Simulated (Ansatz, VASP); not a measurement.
**Cross-check of Mo47W7 (random alloy of the bcc Mo-W line, x = 0.1296) between VASP and Ansatz**

Wanted: the spread between two codes on one cell, functional and k mesh. The structure shown is the start of the Ansatz relaxation below; VASP solves that cell, so the two are compared at the walk's first step.

Program: Ansatz 0.2.0. Level of theory: plane waves, with VASP 6.6.1 beside it; single point at PBE. Results are calculated unless marked as measured.

## 1. Set-up

The cell holds 54 atoms: 47 Mo and 7 W. Its edges and angles: a = 9.489 Å, b = 9.489 Å, c = 9.489 Å, α = 90.0°, β = 90.0°, γ = 90.0°. It derives from Mo (bcc Mo-W), repeated 3×3×3. Bcc Mo-W: 54 atoms, 7 of 54 Mo sites given to W at random, cell and internal coordinates interpolated linearly between the end members (Vegard's rule); (so at first; earlier steps may have moved the atoms), displaced by a Gaussian of 0.02 A. Lattice constants are starting values near those of PBE.

## 2. Ansatz: relaxation, PBE

Ansatz runs on its default PAW (the set named soft_2) files.

The two programs are compared at the cell with which this relaxation starts, whose forces are those of its first step.

The input, input.yaml:

```yaml
crystal:
  lattice:
    - [9.48937, 0.0, 0.0]
    - [0.0, 9.48937, 0.0]
    - [0.0, 0.0, 9.48937]
  atoms:
    - { symbol: Mo, position: [0.00342, 0.99871, 0.99889] }
    - { symbol: Mo, position: [0.16441, 0.16849, 0.16182] }
    - { symbol: Mo, position: [0.00368, 0.9984, 0.33401] }
    - { symbol: W, position: [0.16614, 0.16975, 0.49566] }
    - { symbol: Mo, position: [0.99932, 0.99919, 0.66906] }
    - { symbol: W, position: [0.16435, 0.1663, 0.83148] }
    - { symbol: Mo, position: [9.0e-05, 0.33456, 0.99768] }
    - { symbol: Mo, position: [0.16908, 0.5019, 0.16773] }
    - { symbol: Mo, position: [0.0019, 0.33189, 0.33307] }
    - { symbol: Mo, position: [0.16469, 0.49944, 0.50112] }
    - { symbol: Mo, position: [0.99854, 0.3325, 0.66522] }
    - { symbol: Mo, position: [0.16489, 0.49859, 0.83331] }
    - { symbol: W, position: [0.99765, 0.66716, 0.0035] }
    - { symbol: Mo, position: [0.16823, 0.83293, 0.1648] }
    - { symbol: Mo, position: [0.99843, 0.67023, 0.33344] }
    - { symbol: W, position: [0.16532, 0.83374, 0.50443] }
    - { symbol: Mo, position: [0.00025, 0.66797, 0.6673] }
    - { symbol: Mo, position: [0.16592, 0.83093, 0.8326] }
    - { symbol: Mo, position: [0.33289, 0.00124, 0.00177] }
    - { symbol: W, position: [0.50196, 0.16727, 0.16853] }
    - { symbol: Mo, position: [0.33174, 0.00264, 0.33441] }
    - { symbol: Mo, position: [0.49937, 0.1677, 0.49984] }
    - { symbol: Mo, position: [0.33572, 0.0032, 0.67127] }
    - { symbol: Mo, position: [0.49706, 0.16362, 0.83227] }
    - { symbol: Mo, position: [0.33367, 0.33518, 0.00067] }
    - { symbol: W, position: [0.49574, 0.49935, 0.16841] }
    - { symbol: Mo, position: [0.33382, 0.33494, 0.33286] }
    - { symbol: Mo, position: [0.49958, 0.50039, 0.50086] }
    - { symbol: Mo, position: [0.33375, 0.33358, 0.66525] }
    - { symbol: Mo, position: [0.5008, 0.50026, 0.83571] }
    - { symbol: Mo, position: [0.33586, 0.66706, 0.99921] }
    - { symbol: Mo, position: [0.49865, 0.83423, 0.16683] }
    - { symbol: Mo, position: [0.33261, 0.66676, 0.33203] }
    - { symbol: Mo, position: [0.50147, 0.83239, 0.50258] }
    - { symbol: Mo, position: [0.33418, 0.66792, 0.66436] }
    - { symbol: Mo, position: [0.50036, 0.83489, 0.83132] }
    - { symbol: Mo, position: [0.66611, 7.0e-05, 0.99711] }
    - { symbol: Mo, position: [0.834, 0.16845, 0.16486] }
    - { symbol: Mo, position: [0.66741, 0.99723, 0.33325] }
    - { symbol: Mo, position: [0.82993, 0.16903, 0.50086] }
    - { symbol: Mo, position: [0.66661, 0.99837, 0.66935] }
    - { symbol: Mo, position: [0.83748, 0.16275, 0.83594] }
    - { symbol: Mo, position: [0.6701, 0.33405, 0.99747] }
    - { symbol: Mo, position: [0.83515, 0.49962, 0.16539] }
    - { symbol: Mo, position: [0.66407, 0.33449, 0.335] }
    - { symbol: W, position: [0.83202, 0.5011, 0.49759] }
    - { symbol: Mo, position: [0.66836, 0.33343, 0.66627] }
    - { symbol: Mo, position: [0.83312, 0.50183, 0.83491] }
    - { symbol: Mo, position: [0.66778, 0.66696, 0.00016] }
    - { symbol: Mo, position: [0.83464, 0.83382, 0.16811] }
    - { symbol: Mo, position: [0.66601, 0.66153, 0.33552] }
    - { symbol: Mo, position: [0.83794, 0.83426, 0.49979] }
    - { symbol: Mo, position: [0.66638, 0.66642, 0.6667] }
    - { symbol: Mo, position: [0.83097, 0.83224, 0.83123] }
kpoints:
  mp_grid: { grid: [2, 2, 2] }
hamiltonian:
  xc: pbe
scf:
  occupations: { method: fermi_dirac, width: 0.1 }
output:
  forces: true
relax:
  f_tol: 0.04
  max_steps: 150
  cell: {}
```

Command:

```console
ansatz run input.yaml --threads 6 --pin off --max-ram 76800MiB --backend cuda --events-out ev --progress --plain --runs-dir out
```

Numbers of over 12 decimals in the logs are rounded to 6 here.

Log:

```text
Engine: ansatz 0.2.0, x86_64-unknown-linux-gnu
Pseudopotentials: kind: paw
Pseudopotential: Mo, paw, valence charge 14, recommended cutoff 420 eV (normal), Mo.paw.azcp
Pseudopotential: W, paw, valence charge 14, recommended cutoff 420 eV (normal), W.paw.azcp
Functional definition: PBE
  parameter kappa = 0.804
  parameter beta = 0.066725
  exchange = pbe_x(kappa = kappa, mu = beta*pi^2/3)
  correlation = pbe_c(beta = beta)
concurrent solve slots: 4 of 6 are kept, ahead of what memory takes: no pass of the eigensolver takes more rounds on 4
device memory: the entry about to start is reckoned to put 12.7 GiB on a device that reports 70.1 GiB free
GPU FFT provider: cuFFT
GPU libraries: cuBLAS 13.8.2, cuFFT 12.4.0, cuSOLVER 12.3.4
Crystal: 54 atoms, lattice volume = 854.500 Å³
Basis set: ecut = 420 eV, 16831 PW (Γ), exchange–correlation on 128×128×128 points (8 copies of the dense FFT grid, shifted against one another)
Bands: 454, of which v1, the nominal top of the filled ones, is band 378 counted from 1 (377 counted from 0)
Symmetry: 1 space group operations
Space group: P1 (ITA 1), of the structure as read, at distance tolerance 9.5e-5 Å
k-points: 8
Non-local potential: Mo, projectors of the file, l = 0: 3, l = 1: 2, l = 2: 2, l = 3: 1
Non-local potential: W, projectors of the file, l = 0: 3, l = 1: 2, l = 2: 2, l = 3: 1
PAW form: soft (Blöchl's): semilocal exchange-correlation on the pseudo side does not see the compensation charge
PAW one-centre angular grid: Mo, 590 points (default); XC on 64 Gauss nodes
PAW one-centre angular grid: W, 590 points (default); XC on 64 Gauss nodes
Initial density: superposition of atomic densities (neutral atoms: chi_scale 0, normalization atom), corrected by the library's trained network
Initial wavefunctions: pseudopotential atomic-orbital guess
GPU buffer pool allocated for 262144 grid points (all kernels)
GPU transforms: local potential and band sums: pruned to the plane-wave sphere, on 64×64×64
Functional: x = pbe(κ = 0.804, μ = 0.219515), c = pbe(β = 0.066725)
SCF iter   1: F=—  HF=-305627.744517 eV  |F-HF|=—  |Δ(HF+E_count)|=         —  Δρ=2.96e-3  dr2=1.05e-1  ethr=1.77e-3  ⟨swp⟩=4.4  Hψ=13369  notcnv=0
preconditioner: auto → Resta (q_TF=auto, 2.673 Å⁻¹)  ε∞=29.3  [insulator: Δε(μ)=0.292 eV  Ē_g=4.300 eV  σ=0.100 eV  W_gap=0.61  n_scr=256 (ndim 8)  ℏωp=22.9 eV  f_vac=0.000  D(μ)=20.92/eV (n_scr^D=146)  ε∞_Penn≈29.3]
SCF iter   2: F=—  HF=-305627.735947 eV  |F-HF|=—  |Δ(HF+E_count)|=   8.57e-3  Δρ=1.65e-3  dr2=2.55e-2  ethr=1.38e-5  ⟨swp⟩=1.4  Hψ=4201  notcnv=0
SCF iter   3: F=—  HF=-305627.737171 eV  |F-HF|=—  |Δ(HF+E_count)|=   1.22e-3  Δρ=2.36e-4  dr2=3.37e-4  ethr=3.37e-6  ⟨swp⟩=2.0  Hψ=3934  notcnv=0
SCF iter   4: F=—  HF=-305627.734359 eV  |F-HF|=—  |Δ(HF+E_count)|=   2.81e-3  Δρ=4.17e-5  dr2=1.18e-5  ethr=4.45e-8  ⟨swp⟩=2.0  Hψ=4866  notcnv=0
SCF iter   5: F=—  HF=-305627.739348 eV  |F-HF|=—  |Δ(HF+E_count)|=   4.99e-3  Δρ=9.42e-6  dr2=5.27e-7  ethr=1.57e-9  ⟨swp⟩=2.0  Hψ=5005  notcnv=0
SCF iter   6: F=-305627.739348 eV  HF=-305627.739348 eV  |F-HF|=1.52e-8  |Δ(HF+E_count)|=   4.00e-8  Δρ=1.44e-6  dr2=2.37e-8  ethr=1.32e-11  ⟨swp⟩=3.5  Hψ=9803  notcnv=0
SCF 1 converged in 6 iterations: F = -305627.739348 eV  dr2 = 2.37e-8
  greatest PAW one-centre occupation: 1.000 electrons in one spin orbital (limit 2), on the W atom at site 19 (counted from 0), in its partial waves of l = 0
relax step   1: F+E_penalty+E_count = -305627.73934801 eV  Δ(F+E_penalty+E_count) = +0.000e0 eV  max|allowed force component| = 7.971e-1 eV/Å  Δτ_max = 0.0000 Å  P = +0.299 GPa  Ω = 854.500 Å³  (6 SCF iters, dr2 threshold 1.00e-7 eV, accepted)
concurrent solve slots: 4 of 6 are kept, ahead of what memory takes: no pass of the eigensolver takes more rounds on 4
device memory: the entry about to start is reckoned to put 11.8 GiB (of the 12.7 GiB reckoned in all, the device holds 0.9 GiB already) on a device that reports 69.1 GiB free
GPU FFT provider: cuFFT
GPU libraries: cuBLAS 13.8.2, cuFFT 12.4.0, cuSOLVER 12.3.4
Crystal: 54 atoms, lattice volume = 852.392 Å³
Basis set: ecut = 420 eV, 16759 PW (Γ), exchange–correlation on 128×128×128 points (8 copies of the dense FFT grid, shifted against one another)
Initial density: handed on by an earlier stage of this run
Initial wavefunctions: those handed on with the density
GPU buffer pool allocated for 262144 grid points (all kernels)
GPU transforms: local potential and band sums: pruned to the plane-wave sphere, on 64×64×64
iter 1 solved again at ethr=4.92e-4 eV; its pass at ethr=3.10e-3 eV (dr2=3.72e0 eV) is discarded
SCF iter   1: F=—  HF=-305626.964588 eV  |F-HF|=—  |Δ(HF+E_count)|=         —  Δρ=1.79e-2  dr2=3.87e0  ethr=4.92e-4  ⟨swp⟩=1.0  Hψ=16310  notcnv=0
[...]
--- Relaxed structure (4 steps of the walk, 3 accepted, 1 SCFs on fresh bases) ---
  F+E_penalty+E_count = -305628.13225354 eV   max|allowed force component| = 1.107e-3 eV/Å   (the final SCF, on the basis selected at the relaxed cell)
  cell:  # Å, volume = 854.7456 Å³
    - [9.489986, 0.000167712, -7.59300675241848e-5]
    - [0.000167712, 9.491077, -0.000144846]
    - [-7.59300675241848e-5, -0.000144846, 9.489772]
  atoms:
    - { symbol: Mo, position: [3.5185697748706526e-5, 1.000150, 1.000087] }
    - { symbol: Mo, position: [0.166626, 0.166809, 0.166576] }
    - { symbol: Mo, position: [-0.000118054, 1.000287, 0.333350] }
    - { symbol: W, position: [0.166733, 0.166712, 0.500207] }
    - { symbol: Mo, position: [0.999787, 1.000138, 0.666728] }
    - { symbol: W, position: [0.166638, 0.166845, 0.833393] }
    - { symbol: Mo, position: [-8.294302141503708e-5, 0.333579, 1.000149] }
    - { symbol: Mo, position: [0.166795, 0.500287, 0.166647] }
    - { symbol: Mo, position: [6.456927886647071e-5, 0.333445, 0.333280] }
    - { symbol: Mo, position: [0.166640, 0.500344, 0.500110] }
    - { symbol: Mo, position: [0.999969, 0.333540, 0.666745] }
    - { symbol: Mo, position: [0.166778, 0.500197, 0.833403] }
    - { symbol: W, position: [1.000019, 0.666871, 6.009930946317447e-6] }
    - { symbol: Mo, position: [0.166702, 0.833512, 0.166721] }
    - { symbol: Mo, position: [1.000008, 0.666873, 0.333310] }
    - { symbol: W, position: [0.166716, 0.833536, 0.500071] }
    - { symbol: Mo, position: [6.850390299868125e-5, 0.666931, 0.666858] }
    - { symbol: Mo, position: [0.166782, 0.833526, 0.833397] }
    - { symbol: Mo, position: [0.333490, 9.925674503118806e-5, 4.618409477365151e-5] }
    - { symbol: W, position: [0.500244, 0.166885, 0.166660] }
    - { symbol: Mo, position: [0.333550, 0.000152846, 0.333286] }
    - { symbol: Mo, position: [0.500203, 0.166775, 0.500094] }
    - { symbol: Mo, position: [0.333682, 0.000163307, 0.666817] }
    - { symbol: Mo, position: [0.500205, 0.166774, 0.833367] }
    - { symbol: Mo, position: [0.333444, 0.333505, -5.0823346958557606e-5] }
    - { symbol: W, position: [0.500142, 0.500255, 0.166572] }
    - { symbol: Mo, position: [0.333357, 0.333586, 0.333530] }
    - { symbol: Mo, position: [0.500256, 0.500292, 0.500130] }
    - { symbol: Mo, position: [0.333635, 0.333665, 0.666665] }
    - { symbol: Mo, position: [0.500182, 0.500394, 0.833442] }
[...]
- { symbol: W, position: [0.833317, 0.500315, 0.500143] }
    - { symbol: Mo, position: [0.666579, 0.333395, 0.666812] }
    - { symbol: Mo, position: [0.833245, 0.500249, 0.833304] }
    - { symbol: Mo, position: [0.666787, 0.666904, 1.8694599501424348e-5] }
    - { symbol: Mo, position: [0.833276, 0.833613, 0.166639] }
    - { symbol: Mo, position: [0.666651, 0.667063, 0.333408] }
    - { symbol: Mo, position: [0.833294, 0.833451, 0.500106] }
    - { symbol: Mo, position: [0.666611, 0.666966, 0.666714] }
    - { symbol: Mo, position: [0.833176, 0.833576, 0.833415] }
```

The column dr2 measures how far the density is from self-consistency, as an energy; F and HF (Harris–Foulkes) agree once it is small.

(Continued in part 2 of 2.)

[Lines on the potential files, build, host, timing and source positions are cut from VASP's logs without a mark.]

[Logs are printed without paths, hosts, clocks, repeated set-up lines and the standing remarks that a program may print on its own settings, such as how far it seeks lower states.]

[Hosts, paths, dates, database ids (printed as entryN), source tags and the programs' standing remarks are cut or masked in the printed files.]
